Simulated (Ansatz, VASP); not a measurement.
# Cross-check of K8Na8Al6Si15O47 (glassy 58SiO2-12Al2O3-15Na2O-15K2O (mol %)) between VASP and Ansatz

One calculation is typed for both programs; each brings its own data sets. How far apart do they land? The structure shown is the start of the Ansatz relaxation below; VASP solves that cell, so the two are compared at the walk's first step.

Main program and level: Ansatz 0.2.0; plane waves, with VASP 6.6.1 beside it; single point at r2SCAN.

### 1. The starting structure

The cell holds 84 atoms: 15 Si, 6 Al, 8 Na, 8 K and 47 O. Its edges and angles: a = 10.593 Å, b = 10.593 Å, c = 10.593 Å, α = 90.0°, β = 90.0°, γ = 90.0°. As first built, before any earlier steps moved the atoms (in the runner's words): 84 atoms (15 Si, 6 Al, 8 Na, 8 K, 47 O) placed at random at 2.53 g/cm^3, melted at 4000 K for 10 ps at fixed volume with the Morse and Coulomb pair potential with partial charges (Pedone, Malavasi, Menziani, Cormack and Segre, J. Phys. Chem. B 110, 11780 (2006)). Quenched from 4000 K to 300 K at 30 K/ps and fixed volume, held 10 ps at zero pressure.

### 2. Ansatz: relaxation, r2SCAN

Ansatz runs on its default PAW (the set named soft_2) files.

The two programs are compared at the cell with which this relaxation starts, whose forces are those of its first step.

Contents of input.yaml:

```yaml
crystal:
  lattice:
    - [10.59257, 0.0, 0.0]
    - [0.0, 10.59257, 0.0]
    - [0.0, 0.0, 10.59257]
  atoms:
    - { symbol: Si, position: [0.54848, 0.73175, 0.8501] }
    - { symbol: Si, position: [0.56891, 0.03173, 0.79573] }
    - { symbol: Si, position: [0.31967, 0.41064, 0.56671] }
    - { symbol: Si, position: [0.34601, 0.90017, 0.48102] }
    - { symbol: Si, position: [0.11617, 0.89238, 0.91828] }
    - { symbol: Si, position: [0.69257, 0.18493, 0.33561] }
    - { symbol: Si, position: [0.398, 0.17529, 0.40648] }
    - { symbol: Si, position: [0.11234, 0.7832, 0.34757] }
    - { symbol: Si, position: [0.60526, 0.80651, 0.39693] }
    - { symbol: Si, position: [0.54326, 0.50346, 0.42236] }
    - { symbol: Si, position: [0.62195, 0.22769, 0.03827] }
    - { symbol: Si, position: [0.8123, 0.62017, 0.75381] }
    - { symbol: Si, position: [0.96676, 0.64975, 0.01795] }
    - { symbol: Si, position: [0.2869, 0.76395, 0.74438] }
    - { symbol: Si, position: [0.06479, 0.35987, 0.41798] }
    - { symbol: Al, position: [0.14717, 0.51111, 0.19504] }
    - { symbol: Al, position: [0.40256, 0.35612, 0.1993] }
    - { symbol: Al, position: [0.75555, 0.00576, 0.54842] }
    - { symbol: Al, position: [0.95647, 0.17022, 0.59753] }
    - { symbol: Al, position: [0.79984, 0.39264, 0.53589] }
    - { symbol: Al, position: [0.97912, 0.8526, 0.63832] }
    - { symbol: Na, position: [0.24115, 0.11484, 0.66194] }
    - { symbol: Na, position: [0.46119, 0.64623, 0.18366] }
    - { symbol: Na, position: [0.05622, 0.59326, 0.5779] }
    - { symbol: Na, position: [0.96724, 0.02071, 0.38721] }
    - { symbol: Na, position: [0.87291, 0.43707, 0.19164] }
    - { symbol: Na, position: [0.23162, 0.1814, 0.86356] }
    - { symbol: Na, position: [0.86864, 0.31154, 0.83327] }
    - { symbol: Na, position: [0.68281, 0.53404, 0.03468] }
    - { symbol: K, position: [0.43529, 0.89838, 0.08639] }
    - { symbol: K, position: [0.55419, 0.30683, 0.70287] }
    - { symbol: K, position: [0.07964, 0.42801, 0.80198] }
    - { symbol: K, position: [0.87715, 0.05557, 0.85173] }
    - { symbol: K, position: [0.31917, 0.51822, 0.92486] }
    - { symbol: K, position: [0.8569, 0.65345, 0.36866] }
    - { symbol: K, position: [0.10467, 0.14419, 0.19714] }
    - { symbol: K, position: [0.82902, 0.89437, 0.17247] }
    - { symbol: O, position: [0.29386, 0.87882, 0.62883] }
    - { symbol: O, position: [0.06279, 0.88598, 0.25314] }
    - { symbol: O, position: [0.32374, 0.04837, 0.44853] }
    - { symbol: O, position: [0.81399, 0.24846, 0.60278] }
    - { symbol: O, position: [0.66981, 0.02794, 0.68273] }
    - { symbol: O, position: [0.9408, 0.44019, 0.46634] }
    - { symbol: O, position: [0.02132, 0.79121, 0.98264] }
    - { symbol: O, position: [0.30674, 0.3936, 0.71222] }
    - { symbol: O, position: [0.72249, 0.33499, 0.00117] }
    - { symbol: O, position: [0.48862, 0.29058, 0.07062] }
    - { symbol: O, position: [0.89251, 0.72503, 0.67625] }
    - { symbol: O, position: [0.03216, 0.19933, 0.73082] }
    - { symbol: O, position: [0.18881, 0.6636, 0.71228] }
    - { symbol: O, position: [0.48833, 0.86051, 0.47761] }
    - { symbol: O, position: [0.04166, 0.21976, 0.45546] }
    - { symbol: O, position: [0.88804, 0.60475, 0.89031] }
    - { symbol: O, position: [0.51255, 0.66522, 0.97994] }
    - { symbol: O, position: [0.24925, 0.82456, 0.88497] }
    - { symbol: O, position: [0.43772, 0.08577, 0.7579] }
    - { symbol: O, position: [0.85931, 0.65504, 0.12455] }
    - { symbol: O, position: [0.76231, 0.3101, 0.34105] }
    - { symbol: O, position: [0.59186, 0.65083, 0.39258] }
    - { symbol: O, position: [0.2642, 0.80906, 0.38491] }
    - { symbol: O, position: [0.07289, 0.55478, 0.05246] }
    - { symbol: O, position: [0.17535, 0.41552, 0.50658] }
    - { symbol: O, position: [0.13278, 0.02075, 0.98159] }
    - { symbol: O, position: [0.72789, 0.84927, 0.47654] }
    - { symbol: O, position: [0.51965, 0.43378, 0.29249] }
    - { symbol: O, position: [0.08649, 0.38234, 0.27333] }
    - { symbol: O, position: [0.37988, 0.28063, 0.5132] }
    - { symbol: O, position: [0.67576, 0.6717, 0.79763] }
    - { symbol: O, position: [0.76348, 0.07834, 0.40691] }
    - { symbol: O, position: [0.34197, 0.22902, 0.27625] }
    - { symbol: O, position: [0.04444, 0.81276, 0.48627] }
    - { symbol: O, position: [0.54815, 0.16859, 0.39558] }
    - { symbol: O, position: [0.66631, 0.16742, 0.18455] }
    - { symbol: O, position: [0.4002, 0.51402, 0.49637] }
    - { symbol: O, position: [0.82097, 0.49178, 0.68386] }
    - { symbol: O, position: [0.59115, 0.8487, 0.25914] }
    - { symbol: O, position: [0.64366, 0.44373, 0.51353] }
    - { symbol: O, position: [0.30513, 0.47994, 0.16939] }
    - { symbol: O, position: [0.10035, 0.64269, 0.29516] }
    - { symbol: O, position: [0.06347, 0.90276, 0.77067] }
    - { symbol: O, position: [0.42692, 0.70248, 0.75691] }
    - { symbol: O, position: [0.914, 0.00483, 0.59803] }
    - { symbol: O, position: [0.56054, 0.89107, 0.85695] }
    - { symbol: O, position: [0.63462, 0.1265, 0.92119] }
kpoints:
  mp_grid: { grid: [1, 1, 1] }
hamiltonian:
  xc: r2scan
scf:
  occupations: { method: fixed }
output:
  forces: true
relax:
  f_tol: 0.05
  max_steps: 150
  cell: {}
```

Command:

```console
$ ansatz run input.yaml --threads 4 --pin off --max-ram 8192MiB --backend cpu --events-out ev --progress --plain --runs-dir out
```

Numbers of over 12 decimals in the logs are rounded to 6 here.

What it wrote:

```text
Engine: ansatz 0.2.0, aarch64-unknown-linux-gnu
Pseudopotentials: kind: paw
Pseudopotential: Si, paw, valence charge 4, recommended cutoff 500 eV (meta_gga), Si.paw.azcp
Pseudopotential: Al, paw, valence charge 3, recommended cutoff 500 eV (meta_gga), Al.paw.azcp
Pseudopotential: Na, paw, valence charge 9, recommended cutoff 500 eV (meta_gga), Na.paw.azcp
Pseudopotential: K, paw, valence charge 9, recommended cutoff 500 eV (meta_gga), K.paw.azcp
Pseudopotential: O, paw, valence charge 6, recommended cutoff 500 eV (meta_gga), O.paw.azcp
Functional definition: r2SCAN
  parameter k0 = 0.174
  parameter k1 = 0.065
  parameter a1 = 4.9479
  exchange = r2scan_x(k0 = k0, k1 = k1, a1 = a1)
  correlation = r2scan_c
Crystal: 84 atoms, lattice volume = 1188.513 Å³
Basis set: ecut = 500 eV, 30095 PW (Γ), exchange–correlation on 320×320×320 points (64 copies of the dense FFT grid, shifted against one another)
Bands: 336, of which v1, the nominal top of the filled ones, is band 252 counted from 1 (251 counted from 0)
Symmetry: 1 space group operations
Space group: P1 (ITA 1), of the structure as read, at distance tolerance 1.1e-4 Å
k-points: 1
Non-local potential: Si, projectors of the file, l = 0: 2, l = 1: 2, l = 2: 2
Non-local potential: Al, projectors of the file, l = 0: 2, l = 1: 2, l = 2: 1
Non-local potential: Na, projectors of the file, l = 0: 3, l = 1: 2, l = 2: 1
Non-local potential: K, projectors of the file, l = 0: 3, l = 1: 2, l = 2: 2
Non-local potential: O, projectors of the file, l = 0: 2, l = 1: 2, l = 2: 1
PAW form: soft (Blöchl's): semilocal exchange-correlation on the pseudo side does not see the compensation charge
PAW frozen core: Si, regenerated for the run's functional (the file was generated under x = pbe(κ = 0.804, μ = 0.219515), c = pbe(β = 0.066725))
PAW frozen core: Al, regenerated for the run's functional (the file was generated under x = pbe(κ = 0.804, μ = 0.219515), c = pbe(β = 0.066725))
PAW frozen core: Na, regenerated for the run's functional (the file was generated under x = pbe(κ = 0.804, μ = 0.219515), c = pbe(β = 0.066725))
PAW frozen core: K, regenerated for the run's functional (the file was generated under x = pbe(κ = 0.804, μ = 0.219515), c = pbe(β = 0.066725))
PAW frozen core: O, regenerated for the run's functional (the file was generated under x = pbe(κ = 0.804, μ = 0.219515), c = pbe(β = 0.066725))
PAW one-centre angular grid: Si, 302 points (default); XC on 160 Gauss nodes
PAW one-centre angular grid: Al, 302 points (default); XC on 160 Gauss nodes
PAW one-centre angular grid: Na, 302 points (default); XC on 339 of its mesh's 2595 points in the sphere
PAW one-centre angular grid: K, 302 points (default); XC on 160 Gauss nodes
PAW one-centre angular grid: O, 302 points (default); XC on 160 Gauss nodes
Initial density: superposition of atomic densities (neutral atoms: chi_scale 0, normalization atom), corrected by the library's trained network
Initial wavefunctions: pseudopotential atomic-orbital guess
Functional: x = r2scan, c = r2scan; τ floored in thin density (d = 2e-4 eV/Å³)
SCF iter   1: F=—  HF=-63899.423286 eV  |F-HF|=—  |Δ(HF+E_count)|=         —  Δρ=7.68e-3  dr2=7.27e-1  dr2_τ=5.58e0  ethr=1.77e-3  ⟨swp⟩=5.0  Hψ=1117  notcnv=0  defer=82
preconditioner: auto → Resta (q_TF=auto, 2.365 Å⁻¹)  ε∞=2.6  [insulator: Δε(μ)=3.337 eV  Ē_g=18.457 eV  n_scr=250 (ndim 8)  ℏωp=23.4 eV  f_vac=0.140  ε∞_Penn≈2.6]
SCF iter   2: F=—  HF=-63901.569447 eV  |F-HF|=—  |Δ(HF+E_count)|=    2.15e0  Δρ=4.40e-3  dr2=1.58e-1  dr2_τ=1.70e-2  ethr=1.44e-4  ⟨swp⟩=2.0  Hψ=583  notcnv=0  defer=82
SCF iter   3: F=—  HF=-63901.549188 eV  |F-HF|=—  |Δ(HF+E_count)|=   2.03e-2  Δρ=1.14e-3  dr2=1.64e-2  dr2_τ=1.80e-3  ethr=3.13e-5  ⟨swp⟩=2.0  Hψ=426  notcnv=0  defer=74
automatic band count: iteration 3 solves 328 bands in place of 336: the levels show a gap, and the empty bands left out lie too high to hold charge; the band table lists the bands solved (type scf.n_extra_bands for more)
SCF iter   4: F=—  HF=-63901.547852 eV  |F-HF|=—  |Δ(HF+E_count)|=   1.34e-3  Δρ=4.26e-4  dr2=1.93e-3  dr2_τ=2.78e-4  ethr=3.25e-6  ⟨swp⟩=2.0  Hψ=464  notcnv=0  defer=74
SCF iter   5: F=—  HF=-63901.547837 eV  |F-HF|=—  |Δ(HF+E_count)|=   1.48e-5  Δρ=1.43e-4  dr2=3.24e-4  dr2_τ=2.67e-5  ethr=3.82e-7  ⟨swp⟩=2.0  Hψ=469  notcnv=0  defer=74
SCF iter   6: F=—  HF=-63901.547964 eV  |F-HF|=—  |Δ(HF+E_count)|=   1.27e-4  Δρ=6.58e-5  dr2=5.36e-5  dr2_τ=5.46e-6  ethr=6.43e-8  ⟨swp⟩=2.0  Hψ=498  notcnv=0  defer=74
SCF iter   7: F=—  HF=-63901.548157 eV  |F-HF|=—  |Δ(HF+E_count)|=   1.93e-4  Δρ=2.16e-5  dr2=6.11e-6  dr2_τ=6.94e-7  ethr=1.06e-8  ⟨swp⟩=2.0  Hψ=565  notcnv=0  defer=72
SCF iter   8: F=—  HF=-63901.548162 eV  |F-HF|=—  |Δ(HF+E_count)|=   5.01e-6  Δρ=9.05e-6  dr2=1.06e-6  dr2_τ=1.13e-7  ethr=1.21e-9  ⟨swp⟩=2.0  Hψ=495  notcnv=0  defer=74
[...]
atom  62  O      0.00527760     0.00004503    -0.01452536
  atom  63  O      0.00771622     0.01128740     0.00439746
  atom  64  O     -0.00005770    -0.00220366    -0.01030848
  atom  65  O      0.00169431     0.01375578     0.00087122
  atom  66  O     -0.00260315    -0.00058608     0.00038770
  atom  67  O      0.00976442    -0.01341125     0.00774883
  atom  68  O     -0.00131189    -0.00863595    -0.00305871
  atom  69  O      0.00321298    -0.01005783    -0.01100284
  atom  70  O     -0.00051873     0.00524694     0.00929847
  atom  71  O     -0.00047662     0.00684054     0.00501004
  atom  72  O      0.00236107    -0.00658977    -0.00097956
  atom  73  O      0.00332994     0.01056319     0.00548143
  atom  74  O      0.00079273     0.00429952    -0.00014022
  atom  75  O      0.00127702    -0.01213844    -0.01387143
  atom  76  O     -0.01599300    -0.00306376    -0.00509121
  atom  77  O      0.01036141     0.00456311    -0.00448249
  atom  78  O      0.00237404     0.00836537     0.00331098
  atom  79  O     -0.00107626    -0.00349333    -0.00003471
  atom  80  O      0.00136603     0.00567612    -0.00988162
  atom  81  O     -0.01418203     0.00162784    -0.01077655
  atom  82  O      0.00502577    -0.00218035    -0.00206970
  atom  83  O     -0.00258552     0.00443026     0.00165075
  atom  84  O     -0.00405637     0.00500660    -0.00467395
  max |Σ_I F_I| component: 2.10e-4 eV/Å
--- Stress (GPa, compression-positive) ---
        0.030811      -0.004955       0.002613
       -0.004946       0.034562       0.003217
        0.002621       0.003216       0.009505
  P = ⅓ Tr σ = 0.0250 GPa (0.250 kbar)
--- Relaxed structure (29 steps of the walk, 28 accepted, 1 SCFs on fresh bases) ---
  F+E_penalty+E_count = -63908.94766537 eV   max|allowed force component| = 3.996e-2 eV/Å   (the final SCF, on the basis selected at the relaxed cell)
  cell:  # Å, volume = 1165.3893 Å³
    - [10.952003, -0.125704, 0.169632]
    - [-0.125704, 10.501983, -0.161120]
    - [0.169632, -0.161120, 10.138689]
  atoms:
    - { symbol: Si, position: [0.556478, 0.753834, 0.872901] }
    - { symbol: Si, position: [0.580954, 0.034018, 0.814784] }
    - { symbol: Si, position: [0.299943, 0.377527, 0.576492] }
    - { symbol: Si, position: [0.358510, 0.890719, 0.493247] }
    - { symbol: Si, position: [0.103464, 0.897360, 0.913956] }
    - { symbol: Si, position: [0.694849, 0.182233, 0.321462] }
    - { symbol: Si, position: [0.415524, 0.163527, 0.392562] }
    - { symbol: Si, position: [0.148040, 0.790299, 0.339126] }
    - { symbol: Si, position: [0.592435, 0.794899, 0.412773] }
    - { symbol: Si, position: [0.525669, 0.496840, 0.447094] }
    - { symbol: Si, position: [0.645145, 0.247831, 0.035997] }
    - { symbol: Si, position: [0.804843, 0.627446, 0.748107] }
    - { symbol: Si, position: [0.956798, 0.649133, 0.017916] }
    - { symbol: Si, position: [0.296597, 0.786210, 0.755609] }
    - { symbol: Si, position: [0.049336, 0.354378, 0.421590] }
    - { symbol: Al, position: [0.145302, 0.506924, 0.179186] }
    - { symbol: Al, position: [0.412888, 0.357700, 0.181161] }
    - { symbol: Al, position: [0.750013, 9.779579154618051e-6, 0.534770] }
    - { symbol: Al, position: [0.945732, 0.169627, 0.600598] }
    - { symbol: Al, position: [0.778440, 0.376714, 0.525385] }
    - { symbol: Al, position: [0.983566, 0.850106, 0.622439] }
    - { symbol: Na, position: [0.286513, 0.107804, 0.684458] }
    - { symbol: Na, position: [0.442880, 0.655006, 0.209194] }
    - { symbol: Na, position: [0.217341, 0.618995, 0.507975] }
    - { symbol: Na, position: [0.971156, -0.00392191, 0.359047] }
    - { symbol: Na, position: [0.870275, 0.413779, 0.181179] }
    - { symbol: Na, position: [0.150782, 0.225898, 0.881905] }
    - { symbol: Na, position: [0.829684, 0.325320, 0.812794] }
    - { symbol: Na, position: [0.687159, 0.556671, 0.032366] }
    - { symbol: K, position: [0.398199, 0.947864, 0.098840] }
    - { symbol: K, position: [0.537317, 0.311624, 0.737281] }
    - { symbol: K, position: [0.056469, 0.482620, 0.736440] }
    - { symbol: K, position: [0.873121, 0.041197, 0.868327] }
    - { symbol: K, position: [0.335658, 0.534624, 0.898804] }
    - { symbol: K, position: [0.861978, 0.651031, 0.396448] }
    - { symbol: K, position: [0.147914, 0.139413, 0.199474] }
    - { symbol: K, position: [0.742447, 0.885639, 0.138665] }
    - { symbol: O, position: [0.289451, 0.893523, 0.637623] }
    - { symbol: O, position: [0.128480, 0.904323, 0.247026] }
    - { symbol: O, position: [0.350026, 0.027015, 0.424399] }
    - { symbol: O, position: [0.796554, 0.227024, 0.596785] }
    - { symbol: O, position: [0.666002, 0.013700, 0.683769] }
    - { symbol: O, position: [0.936800, 0.433274, 0.483968] }
    - { symbol: O, position: [0.016994, 0.791012, 0.992549] }
    - { symbol: O, position: [0.277186, 0.353358, 0.728574] }
    - { symbol: O, position: [0.751268, 0.352034, 0.016137] }
    - { symbol: O, position: [0.511679, 0.314256, 0.047518] }
    - { symbol: O, position: [0.880331, 0.726639, 0.657802] }
    - { symbol: O, position: [0.00520672, 0.222282, 0.745369] }
    - { symbol: O, position: [0.221223, 0.661436, 0.718344] }
    - { symbol: O, position: [0.494520, 0.854322, 0.521300] }
    - { symbol: O, position: [0.032970, 0.202761, 0.450002] }
    - { symbol: O, position: [0.884014, 0.603792, 0.881846] }
    - { symbol: O, position: [0.521830, 0.679931, 1.003580] }
    - { symbol: O, position: [0.247007, 0.850657, 0.897485] }
    - { symbol: O, position: [0.446229, 0.078168, 0.801190] }
    - { symbol: O, position: [0.856923, 0.647103, 0.136140] }
    - { symbol: O, position: [0.761303, 0.317792, 0.346143] }
    - { symbol: O, position: [0.581989, 0.639701, 0.430051] }
    - { symbol: O, position: [0.291701, 0.788153, 0.394472] }
    - { symbol: O, position: [0.062752, 0.542165, 0.037041] }
[...]
- { symbol: O, position: [0.618988, 0.416221, 0.523926] }
    - { symbol: O, position: [0.289720, 0.448044, 0.135851] }
    - { symbol: O, position: [0.139139, 0.642578, 0.284518] }
    - { symbol: O, position: [0.054310, 0.898183, 0.764573] }
    - { symbol: O, position: [0.440306, 0.753947, 0.776664] }
    - { symbol: O, position: [0.909733, -0.00299338, 0.581482] }
    - { symbol: O, position: [0.595884, 0.904792, 0.905861] }
    - { symbol: O, position: [0.654263, 0.147546, 0.906747] }
```

(Part 1 of 2 ends here.)

[Lines on the potential files, build, host, timing and source positions are cut from VASP's logs without a mark.]

[Logs are printed without paths, hosts, clocks, repeated set-up lines and the standing remarks that a program may print on its own settings, such as how far it seeks lower states.]

[Hosts, paths, dates, database ids (printed as entryN), source tags and the programs' standing remarks are cut or masked in the printed files.]
